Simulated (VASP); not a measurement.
Calculation: RPBE GGA, VASP's PBE PAW potentials (set 64) (plane waves; VASP).

VASP ran on this input.

INCAR:
```
SYSTEM = CdTe
PREC = Accurate
ENCUT = 520
EDIFF = 1E-7
NELM = 100
ALGO = Normal
LREAL = .FALSE.
LASPH = .TRUE.
ISMEAR = 0
SIGMA = 0.05
GGA = RP
LMAXMIX = 4
LWAVE = .FALSE.
LCHARG = .FALSE.
LORBIT = 11
ICHARG = 11
```

### KPOINTS
```
k-points along high-symmetry lines
15
Line-mode
Reciprocal
  0.000000   0.000000   0.000000 ! GAMMA
 -0.500000  -0.500000   0.000000 ! X

 -0.500000  -0.500000   0.000000 ! X
 -0.375000  -0.375000   0.250000 ! U

 -0.375000  -0.000000   0.375000 ! K
  0.000000   0.000000   0.000000 ! GAMMA

  0.000000   0.000000   0.000000 ! GAMMA
  0.000000   0.000000   0.500000 ! L

  0.000000   0.000000   0.500000 ! L
 -0.500000  -0.250000   0.250000 ! W

 -0.500000  -0.250000   0.250000 ! W
 -0.500000  -0.500000   0.000000 ! X
```

POSCAR:
```
CdTe
1
   -0.0000000000     3.3633496176     3.3633496176
    3.3633496176    -0.0000000000     3.3633496176
    3.3633496176     3.3633496176     0.0000000000
Cd Te
1 1
Direct
  1.0000000000   1.0000000000   0.0000000000
  0.2500000000   0.2500000000   0.2500000000
```

POTCAR, in this order: Cd Te (PBE.64 set). Program: vasp_std. Read from the step before: CHGCAR.

The run wrote:

**OSZICAR**
```
       N       E                     dE             d eps       ncg     rms          rms(c)
DAV:   1     0.101100023426E+03    0.10110E+03   -0.82986E+03  2372   0.117E+03
DAV:   2     0.699136767724E+00   -0.10040E+03   -0.96397E+02  2700   0.274E+02
DAV:   3    -0.337406177560E+01   -0.40732E+01   -0.40223E+01  2750   0.568E+01
DAV:   4    -0.341454059401E+01   -0.40479E-01   -0.40475E-01  3367   0.512E+00
DAV:   5    -0.341468042410E+01   -0.13983E-03   -0.13983E-03  2725   0.271E-01
DAV:   6    -0.341468424977E+01   -0.38257E-05   -0.38257E-05  3398   0.309E-02
DAV:   7    -0.341468427819E+01   -0.28422E-07   -0.28425E-07  2460   0.237E-03
   1 F= -.34146843E+01 E0= -.34146843E+01  d E =-.256291E-13
```

File OUTCAR:
```
 val. band max:        1.5210242845   @ k =   0.0000   0.0000   0.0000

 cond. band min:       2.1092304472   @ k =   0.0000   0.0000   0.0000



 k-point     1 :       0.0000    0.0000    0.0000
  band No.  band energies     occupation
      1      -9.0319      2.00000
      2      -6.4564      2.00000
      3      -6.4564      2.00000
      4      -6.4564      2.00000
      5      -6.2720      2.00000
      6      -6.2720      2.00000
      7       1.5210      2.00000
      8       1.5210      2.00000
      9       1.5210      2.00000
     10       2.1092      0.00000
     11       6.2457      0.00000
     12       6.2457      0.00000
     13       6.2457      0.00000

 k-point     2 :      -0.0357   -0.0357    0.0000
  band No.  band energies     occupation
      1      -9.0270      2.00000
      2      -6.4551      2.00000
      3      -6.4551      2.00000
      4      -6.4528      2.00000
      5      -6.2724      2.00000
      6      -6.2717      2.00000
      7       1.3022      2.00000
      8       1.4945      2.00000
      9       1.4945      2.00000
     10       2.3324      0.00000
     11       6.1903      0.00000
     12       6.2874      0.00000
     13       6.2874      0.00000

 k-point     3 :      -0.0714   -0.0714    0.0000
  band No.  band energies     occupation
      1      -9.0124      2.00000
      2      -6.4512      2.00000
      3      -6.4512      2.00000
      4      -6.4421      2.00000
      5      -6.2735      2.00000
      6      -6.2709      2.00000
      7       0.9318      2.00000
      8       1.4185      2.00000
      9       1.4185      2.00000
     10       2.7138      0.00000
     11       6.0441      0.00000
     12       6.4092      0.00000
     13       6.4092      0.00000

 k-point     4 :      -0.1071   -0.1071    0.0000
  band No.  band energies     occupation
      1      -8.9889      2.00000
      2      -6.4449      2.00000
      3      -6.4449      2.00000
      4      -6.4242      2.00000
...
```

The density is held fixed in this step, so its total energy and stress have no physical meaning. Unless said otherwise, spin-orbit coupling is left out, though it shifts the bands of the heavy elements here.

The compound is CdTe in the zinc blende structure. It was relaxed first, which changed the volume by +12 %.
